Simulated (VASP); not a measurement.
# XPS shifts in PtW9, part 2 of 3

Wanted: the chemical shifts that photoemission would resolve in PtW9.

VASP 6.6.1, plane waves and PAW; the level of theory is named at each step.

So far: The starting structure; Relaxation.

## (2) Relaxation (continued)

Level of this step: PBEsol; plane waves and PAW (Pt, W) (VASP).

The steps of the relaxation:

```tsv
step	energy less that of the first step (eV)	largest force (eV/Å)
1	0.0000	2.6441
2	-1.8484	1.1835
3	-1.8749	0.9305
4	-2.2160	0.6962
5	-2.3367	0.7522
6	-2.4486	0.3852
7	-2.4731	0.2199
8	-2.4778	0.1380
9	-2.4794	0.1207
10	-2.4812	0.0252
```

The atoms that moved most (Å):

```tsv
atom	dx	dy	dz	length
W20	0.000	0.000	0.239	0.239
W5	0.000	0.000	-0.239	0.239
W18	0.000	0.000	0.233	0.233
W19	0.000	0.000	0.233	0.233
W3	0.000	0.000	-0.233	0.233
W4	0.000	0.000	-0.233	0.233
Pt2	0.000	0.000	0.223	0.223
Pt1	0.000	0.000	-0.223	0.223
```

The relaxed structure:

```cif
data_structure
_symmetry_space_group_name_H-M 'P 1'
_symmetry_Int_Tables_number 1
_cell_length_a 6.3400
_cell_length_b 6.3400
_cell_length_c 20.3400
_cell_angle_alpha 90.000
_cell_angle_beta 90.000
_cell_angle_gamma 90.000
_cell_volume 817.58
loop_
_atom_site_label
_atom_site_type_symbol
_atom_site_fract_x
_atom_site_fract_y
_atom_site_fract_z
_atom_site_occupancy
Pt1 Pt 0.00000 0.00000 0.64489 1
Pt2 Pt 0.00000 0.00000 0.35511 1
W3 W 0.50000 0.00000 0.64439 1
W4 W 0.00000 0.50000 0.64439 1
W5 W 0.50000 0.50000 0.64412 1
W6 W 0.25399 0.25399 0.57766 1
W7 W 0.74601 0.25399 0.57766 1
W8 W 0.25399 0.74601 0.57766 1
W9 W 0.74601 0.74601 0.57766 1
W10 W 0.00000 0.00000 0.50000 1
W11 W 0.50000 0.00000 0.50000 1
W12 W 0.00000 0.50000 0.50000 1
W13 W 0.50000 0.50000 0.50000 1
W14 W 0.25399 0.25399 0.42234 1
W15 W 0.74601 0.25399 0.42234 1
W16 W 0.25399 0.74601 0.42234 1
W17 W 0.74601 0.74601 0.42234 1
W18 W 0.50000 0.00000 0.35561 1
W19 W 0.00000 0.50000 0.35561 1
W20 W 0.50000 0.50000 0.35588 1
```

Numbers from this step:

| Quantity | Value |
| --- | --- |
| free energy (TOTEN) | -245.7400 eV |
| energy at zero smearing | -245.7000 eV |
| Fermi energy | 0.5338 eV |

The forces on the free atoms are under 0.05 eV/Å.

## (3) Initial state

The cell without a hole gives, with ICORELEVEL = 1, the Kohn-Sham core levels of the initial state.

INCAR reads:

```
SYSTEM = PtW9
PREC = Normal
ENCUT = 330
EDIFF = 1E-05
NELM = 120
ISMEAR = 0
SIGMA = 0.1
LREAL = Auto
ALGO = Fast
GGA = PS
NBANDS = 84
LASPH = .TRUE.
LORBIT = 11
LWAVE = .FALSE.
LCHARG = .FALSE.
NCORE = 8
ICORELEVEL = 1
ISIF = 0
LVHAR = .TRUE.
```

POSCAR reads:

```
PtW9
1.0
    6.3400000000      0.0000000000      0.0000000000
    0.0000000000      6.3400000000      0.0000000000
    0.0000000000      0.0000000000     20.3400000000
Pt W
2 18
Direct
    0.0000000000      0.0000000000      0.6448911614
    0.0000000000      0.0000000000      0.3551088386
    0.5000000000      0.0000000000      0.6443857841
    0.0000000000      0.5000000000      0.6443857841
    0.5000000000      0.5000000000      0.6441192326
    0.2539855383      0.2539855383      0.5776636736
    0.7460144617      0.2539855383      0.5776636736
    0.2539855383      0.7460144617      0.5776636736
    0.7460144617      0.7460144617      0.5776636736
    0.0000000000      0.0000000000      0.5000000000
    0.5000000000      0.0000000000      0.5000000000
    0.0000000000      0.5000000000      0.5000000000
    0.5000000000      0.5000000000      0.5000000000
    0.2539855383      0.2539855383      0.4223363264
    0.7460144617      0.2539855383      0.4223363264
    0.2539855383      0.7460144617      0.4223363264
    0.7460144617      0.7460144617      0.4223363264
    0.5000000000      0.0000000000      0.3556142159
    0.0000000000      0.5000000000      0.3556142159
    0.5000000000      0.5000000000      0.3558807674
```

KPOINTS reads:

```
Automatic mesh
0
Gamma
3 3 1
0 0 0
```

The projector-augmented-wave data sets are Pt and W (PBE family, release 64).

Started as:

```sh
$ mpirun -np 8 vasp_std
```

The log of the run:

```text
[banner, memory and clock lines left out]
running    8 mpi-ranks, on    1 nodes
 distrk:  each k-point on    8 cores,    1 groups
 distr:  one band on    8 cores,    1 groups

 POSCAR found type information on POSCAR PtW
 POSCAR found :  2 types and      20 ions
 [... a notice as in an earlier step ...]

 [... a notice as in an earlier step ...]

 LDA part: xc-table for (Slater+PW92), standard interpolation
 POSCAR, INCAR and KPOINTS ok, starting setup
 FFT: planning ... GRIDC
 FFT: planning ... GRID_SOFT
 FFT: planning ... GRID
 WAVECAR not read
 entering main loop
       N       E                     dE             d eps       ncg     rms          rms(c)
DAV:   1     0.548553483477E+03    0.54855E+03   -0.38523E+04   504   0.859E+02
DAV:   2    -0.181245844352E+03   -0.72980E+03   -0.66806E+03   672   0.226E+02
DAV:   3    -0.258416833488E+03   -0.77171E+02   -0.73484E+02   640   0.739E+01
DAV:   4    -0.264585125818E+03   -0.61683E+01   -0.60300E+01   832   0.172E+01
DAV:   5    -0.264754758724E+03   -0.16963E+00   -0.16755E+00   744   0.313E+00    0.901E+01
RMM:   6    -0.252489147432E+03    0.12266E+02   -0.71971E+01   608   0.188E+01    0.442E+01
RMM:   7    -0.253641128244E+03   -0.11520E+01   -0.57574E+01   583   0.205E+01    0.193E+01
RMM:   8    -0.245266578511E+03    0.83745E+01   -0.14992E+01   538   0.135E+01    0.602E+00
RMM:   9    -0.245797264783E+03   -0.53069E+00   -0.67046E+00   708   0.530E+00    0.334E+00
RMM:  10    -0.245837261622E+03   -0.39997E-01   -0.93179E-01   765   0.207E+00    0.332E+00
RMM:  11    -0.245871866419E+03   -0.34605E-01   -0.21572E-01   813   0.700E-01    0.341E+00
RMM:  12    -0.245950860120E+03   -0.78994E-01   -0.13638E-01   722   0.638E-01    0.304E+00
RMM:  13    -0.246072773845E+03   -0.12191E+00   -0.19925E-01   757   0.904E-01    0.289E+00
RMM:  14    -0.245823412418E+03    0.24936E+00   -0.31691E-01   806   0.111E+00    0.217E+00
RMM:  15    -0.245780460638E+03    0.42952E-01   -0.10123E-01   754   0.528E-01    0.185E+00
RMM:  16    -0.245745673520E+03    0.34787E-01   -0.11488E-01   771   0.533E-01    0.144E+00
RMM:  17    -0.245741455072E+03    0.42184E-02   -0.50453E-02   768   0.360E-01    0.122E+00
RMM:  18    -0.245753613626E+03   -0.12159E-01   -0.94327E-02   826   0.478E-01    0.895E-01
RMM:  19    -0.245755916363E+03   -0.23027E-02   -0.10385E-02   793   0.197E-01    0.756E-01
RMM:  20    -0.245763589827E+03   -0.76735E-02   -0.78646E-03   692   0.161E-01    0.785E-01
RMM:  21    -0.245757170695E+03    0.64191E-02   -0.12857E-03   608   0.106E-01    0.686E-01
RMM:  22    -0.245741836898E+03    0.15334E-01   -0.36857E-02   932   0.306E-01    0.286E-01
RMM:  23    -0.245739808879E+03    0.20280E-02   -0.10252E-02   853   0.156E-01    0.815E-02
RMM:  24    -0.245739930314E+03   -0.12143E-03   -0.39202E-04   641   0.510E-02    0.128E-01
RMM:  25    -0.245739756380E+03    0.17393E-03   -0.82348E-04   769   0.489E-02    0.710E-02
RMM:  26    -0.245740141939E+03   -0.38556E-03   -0.29666E-03   870   0.836E-02    0.896E-02
RMM:  27    -0.245739990381E+03    0.15156E-03   -0.14630E-04   623   0.286E-02    0.702E-02
RMM:  28    -0.245739860347E+03    0.13003E-03   -0.72351E-04   768   0.434E-02    0.183E-02
RMM:  29    -0.245739888614E+03   -0.28267E-04   -0.50712E-05   478   0.158E-02    0.132E-02
RMM:  30    -0.245739932844E+03   -0.44230E-04   -0.83103E-06   343   0.760E-03    0.154E-02
RMM:  31    -0.245739955369E+03   -0.22525E-04   -0.15359E-05   359   0.872E-03    0.563E-03
RMM:  32    -0.245739974189E+03   -0.18820E-04   -0.13760E-05   343   0.767E-03    0.313E-03
RMM:  33    -0.245739990199E+03   -0.16010E-04   -0.69480E-05   557   0.128E-02    0.127E-02
RMM:  34    -0.245739990219E+03   -0.19756E-07   -0.54651E-06   312   0.639E-03
   1 F= -.24573999E+03 E0= -.24569996E+03  d E =-.800553E-01
```

Wall time 23 s (8 MPI ranks of AMD EPYC 7R43, shared host); peak memory 0.82 GiB; 3 min of CPU time.

Parts of OUTCAR (step 3):

```text
The static configuration has the point symmetry D_4h.

 Found      3 irreducible k-points:

   NELECT =     128.0000    total number of electrons

 the core state eigenenergies are
   1-  1s -78398.0082  2s -13767.6599  2p -11927.9301  3s  -3231.5093  3p  -2696.0099
       3d  -2116.3839  4s   -691.8048  4p   -516.2477  4d   -303.3211  4f    -66.7290
       5s    -98.1848  5p    -52.2881
   2-  1s -78398.0082  2s -13767.6599  2p -11927.9301  3s  -3231.5093  3p  -2696.0099
       3d  -2116.3839  4s   -691.8048  4p   -516.2477  4d   -303.3211  4f    -66.7290
       5s    -98.1848  5p    -52.2881
   3-  1s -69462.1783  2s -11982.9311  2p -10476.5259  3s  -2755.6519  3p  -2309.7642
       3d  -1797.7201  4s   -564.1337  4p   -417.9173  4d   -232.7928  4f    -27.6798
       5s    -73.3301  5p    -37.5341
   4-  1s -69462.1783  2s -11982.9311  2p -10476.5259  3s  -2755.6519  3p  -2309.7642
       3d  -1797.7201  4s   -564.1337  4p   -417.9173  4d   -232.7928  4f    -27.6798
       5s    -73.3301  5p    -37.5341
   5-  1s -69462.1521  2s -11982.9211  2p -10476.5147  3s  -2755.6515  3p  -2309.7638
       3d  -1797.7191  4s   -564.1482  4p   -417.9335  4d   -232.8113  4f    -27.7047
       5s    -73.3829  5p    -37.5993
   6-  1s -69462.0522  2s -11982.8683  2p -10476.4585  3s  -2755.6092  3p  -2309.7212
       3d  -1797.6779  4s   -564.1202  4p   -417.9073  4d   -232.7884  4f    -27.6894
       5s    -73.3977  5p    -37.6283
   7-  1s -69462.0522  2s -11982.8683  2p -10476.4585  3s  -2755.6092  3p  -2309.7212
       3d  -1797.6779  4s   -564.1202  4p   -417.9073  4d   -232.7884  4f    -27.6894
       5s    -73.3977  5p    -37.6283
   8-  1s -69462.0522  2s -11982.8683  2p -10476.4585  3s  -2755.6092  3p  -2309.7212
       3d  -1797.6779  4s   -564.1202  4p   -417.9073  4d   -232.7884  4f    -27.6894
       5s    -73.3977  5p    -37.6283
   9-  1s -69462.0522  2s -11982.8683  2p -10476.4585  3s  -2755.6092  3p  -2309.7212
       3d  -1797.6779  4s   -564.1202  4p   -417.9073  4d   -232.7884  4f    -27.6894
       5s    -73.3977  5p    -37.6283
  10-  1s -69462.4833  2s -11983.2758  2p -10476.8683  3s  -2755.9888  3p  -2310.1008
       3d  -1798.0607  4s   -564.4570  4p   -418.2395  4d   -233.1150  4f    -27.9980
       5s    -73.6223  5p    -37.8053
  11-  1s -69462.4990  2s -11983.3071  2p -10476.8986  3s  -2756.0251  3p  -2310.1370
       3d  -1798.0970  4s   -564.5010  4p   -418.2845  4d   -233.1615  4f    -28.0480
       5s    -73.6872  5p    -37.8756
  12-  1s -69462.4990  2s -11983.3071  2p -10476.8986  3s  -2756.0251  3p  -2310.1370
       3d  -1798.0970  4s   -564.5010  4p   -418.2845  4d   -233.1615  4f    -28.0480
       5s    -73.6872  5p    -37.8756
  13-  1s -69461.9073  2s -11982.7326  2p -10476.3217  3s  -2755.4874  3p  -2309.5995
       3d  -1797.5544  4s   -564.0191  4p   -417.8084  4d   -232.6921  4f    -27.6014
       5s    -73.3493  5p    -37.5998
[...]
3d  -1797.7191  4s   -564.1482  4p   -417.9335  4d   -232.8113  4f    -27.7047
       5s    -73.3829  5p    -37.5993

 E-fermi :   0.5338

 k-point     1 :       0.0000    0.0000    0.0000
  band No.  band energies     occupation
    ...
     58      -0.2536      2.00000
     59      -0.1144      2.00000
     60       0.3075      1.99863
     61       0.3075      1.99863
     62       0.3402      1.99383
     63       0.8241      0.00004
     64       0.8241      0.00004
     65       0.9231      0.00000
     66       1.0658      0.00000
     67       1.1083      0.00000
    ...

 k-point     2 :       0.3333    0.0000    0.0000
  band No.  band energies     occupation
    ...
     59       0.0720      2.00000
     60       0.0944      2.00000
     61       0.1320      2.00000
     62       0.4117      1.91594
     63       0.5283      1.06255
     64       0.6198      0.22413
     65       0.6645      0.06465
     66       0.7677      0.00094
     67       0.8054      0.00012
     68       0.9891      0.00000
    ...

 POSITION                                       TOTAL-FORCE (eV/Angst)
 -----------------------------------------------------------------------------------
      0.00000      0.00000     13.11709         0.000000     -0.000000     -0.024790
      0.00000      0.00000      7.22291         0.000000     -0.000000      0.024790
      3.17000      0.00000     13.10681         0.000000     -0.000000      0.011611
      0.00000      3.17000     13.10681         0.000000     -0.000000      0.011611
      3.17000      3.17000     13.10139         0.000000     -0.000000      0.019223
      1.61027      1.61027     11.74968         0.018698      0.018698      0.002105
      4.72973      1.61027     11.74968        -0.018698      0.018698      0.002105
      1.61027      4.72973     11.74968         0.018698     -0.018698      0.002105
      4.72973      4.72973     11.74968        -0.018698     -0.018698      0.002105
      0.00000      0.00000     10.17000         0.000000     -0.000000      0.000000
      3.17000      0.00000     10.17000         0.000000     -0.000000      0.000000
      0.00000      3.17000     10.17000         0.000000     -0.000000      0.000000
      3.17000      3.17000     10.17000         0.000000     -0.000000      0.000000
      1.61027      1.61027      8.59032         0.018698      0.018698     -0.002105
      4.72973      1.61027      8.59032        -0.018698      0.018698     -0.002105
      1.61027      4.72973      8.59032         0.018698     -0.018698     -0.002105
      4.72973      4.72973      8.59032        -0.018698     -0.018698     -0.002105
      3.17000      0.00000      7.23319         0.000000     -0.000000     -0.011611
      0.00000      3.17000      7.23319         0.000000     -0.000000     -0.011611
      3.17000      3.17000      7.23861         0.000000     -0.000000     -0.019223
 -----------------------------------------------------------------------------------
    total drift:                               -0.000000      0.000000      0.000000

  FREE ENERGIE OF THE ION-ELECTRON SYSTEM (eV)
  ---------------------------------------------------
  free  energy   TOTEN  =      -245.7399902191 eV

  energy  without entropy=     -245.6599349508  energy(sigma->0) =     -245.69996258

 total charge
# of ion       s       p       d       tot
------------------------------------------
    1        0.729   0.517   8.051   9.296
    2        0.729   0.517   8.051   9.296
    3        0.672   0.422   4.190   5.285
    4        0.672   0.422   4.190   5.285
    5        0.704   0.468   4.209   5.381
    6        0.695   0.708   4.309   5.712
    7        0.695   0.708   4.309   5.712
    8        0.695   0.708   4.309   5.712
    9        0.695   0.708   4.309   5.712
   10        0.658   0.652   4.198   5.508
   11        0.679   0.708   4.210   5.597
   12        0.679   0.708   4.210   5.597
   13        0.693   0.741   4.340   5.774
   14        0.695   0.708   4.309   5.712
   15        0.695   0.708   4.309   5.712
   16        0.695   0.708   4.309   5.712
   17        0.695   0.708   4.309   5.712
   18        0.672   0.422   4.190   5.285
   19        0.672   0.422   4.190   5.285
   20        0.704   0.468   4.209   5.381
--------------------------------------------------
tot         13.821  12.132  92.711 118.664

[... 7 parts as in an earlier step ...]

[... 2 further parts left out ...]
```

These are scalar-relativistic Kohn-Sham levels of the ground state, with no core hole, so they are not binding energies.

The two shallowest core shells; atoms whose shallowest level rounds to another's at 0.01 eV are left out. Core levels, by row:

```tsv
atom	shell	level below the Fermi level (eV)
Pt1	4f	67.26
Pt1	5p	52.82
W3	5p	38.07
W3	4f	28.21
W5	5p	38.13
W5	4f	28.24
W6	5p	38.16
W6	4f	28.22
W10	5p	38.34
W10	4f	28.53
W11	5p	38.41
W11	4f	28.58
W13	5p	38.13
W13	4f	28.14
```

(Part 2 of 3 ends here.)

[Lines on the potential files, build, host, timing and source positions are cut from VASP's logs without a mark.]

[Logs are printed without paths, hosts, clocks, repeated set-up lines and the standing remarks that a program may print on its own settings, such as how far it seeks lower states.]

[Hosts, paths, dates, database ids (printed as entryN), source tags and the programs' standing remarks are cut or masked in the printed files.]
